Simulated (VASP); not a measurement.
SiC (wurtzite), at 1.04 of the tabulated volume:

```xyz
4
Lattice="1.5603 -2.7025 0.0000 1.5603 2.7025 0.0000 0.0000 0.0000 5.1165" Properties=species:S:1:pos:R:3 pbc="T T T"
Si     1.5603    -0.9008     2.5582
Si     1.5603     0.9008     0.0000
C      1.5603    -0.9008     4.4769
C      1.5603     0.9008     1.9187
```

The lowest empty band near K, direction to M, from mBJ (TB09) with spin-orbit coupling in VASP (PAW); its two spin partners are averaged. The gap over the points computed is 3.35 eV, and the next band on that side lies 5.64 eV away at the edge.

Numerical set-up: 520 eV cut-off, 9×9×5 Γ-centred mesh, Gaussian smearing of 0.050 eV, potentials Si C.

```json
[
 {"distance from the edge in k (1/Å)": "0.025", "distance in energy (meV)": "5.1"},
 {"distance from the edge in k (1/Å)": "0.035", "distance in energy (meV)": "9.9"},
 {"distance from the edge in k (1/Å)": "0.050", "distance in energy (meV)": "20.1"},
 {"distance from the edge in k (1/Å)": "0.070", "distance in energy (meV)": "39.4"}
]
```

### Question
Fit E(1 + αE) = ħ²k²/2m* (ħ²/2m0 = 3.810 eV Å²) and predict the row at 0.095 1/Å.

### Answer
The rows don't resolve α, so a parabola serves: the electron mass is m* = 0.474 m0, and so 72.6 meV. The run gave 72.5 meV, -0.1 meV from the fit.

Left out are points under 3 meV from the edge, since the levels carry 0.1 meV, and points farther than half the way to the next band.

The compound is SiC in the wurtzite structure, the rare 2H polytype. The cell was not relaxed at this level.
